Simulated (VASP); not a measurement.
An input for Quantum ESPRESSO's pw.x (written as the equivalent of a VASP run, and not itself run):

```
&CONTROL
  calculation = 'scf'
  pseudo_dir = './pseudo'
  outdir = './out'
  tprnfor = .true.
  tstress = .true.
/
&SYSTEM
  ibrav = 0
  nat = 4
  ntyp = 2
  ecutwfc = 84
  occupations = 'tetrahedra'
  input_dft = 'revpbe'
/
&ELECTRONS
  conv_thr = 7.3e-09
  electron_maxstep = 100
/
ATOMIC_SPECIES
  B 10.810 B.upf
  N 14.007 N.upf
CELL_PARAMETERS angstrom
     1.2826726   -2.2216544    0.0000000
     1.2826726    2.2216544    0.0000000
     0.0000000    0.0000000    4.2417069
ATOMIC_POSITIONS crystal
  B    0.6666670  0.3333330  0.5002591
  B    0.3333330  0.6666670  0.0002591
  N    0.6666670  0.3333330  0.8747409
  N    0.3333330  0.6666670  0.3747409
K_POINTS automatic
  11 11 6 0 0 0
```

Problem. Write the VASP files for the same calculation (revPBE).

Solution. This is not unique; one that fits is 
### INCAR
```
ISIF  =  2
NELM  =  100   # most electronic steps
LREAL  =  .False.   # projection in real space or not
LCHARG  =  .True.
LASPH  =  .True.
ISMEAR  =  -5
ENCUT  =  520
LEFG  =  .True.
SYSTEM  =  BN
LWAVE  =  .False.
PREC  =  Accurate
GGA  =  RE   # revPBE
ALGO  =  Normal   # blocked Davidson
LORBIT  =  11   # lm-projected
EDIFF  =  1E-7
NEDOS  =  601   # DOS grid
```

KPOINTS:
```
Automatic mesh
0
Gamma
11 11 6
0 0 0
```

POSCAR:
```
BN
4.2417070
  0.3023953872  -0.5237642275   0.0000000000
  0.3023953872   0.5237642275   0.0000000000
  0.0000000000   0.0000000000   0.9999999658
B N
2 2
direct
  0.6666670000   0.3333330000   0.5002590611
  0.3333330000   0.6666670000   0.0002590611
  0.6666670000   0.3333330000   0.8747409389
  0.3333330000   0.6666670000   0.3747409389
```

POTCAR, in this order: B N (PBE.64 set). Program: vasp_std.

What does not carry over: the potentials are each code's own (VASP's PAW set, PseudoDojo norm-conserving files in pw.x), so ENCUT and ecutwfc are chosen apart and not converted; conv_thr bounds pw.x's estimated SCF error, while EDIFF bounds the energy change between steps; the field gradients of LEFG aren't asked of the other code.

The compound is BN in the wurtzite structure, a metastable high-pressure form. It was relaxed first.
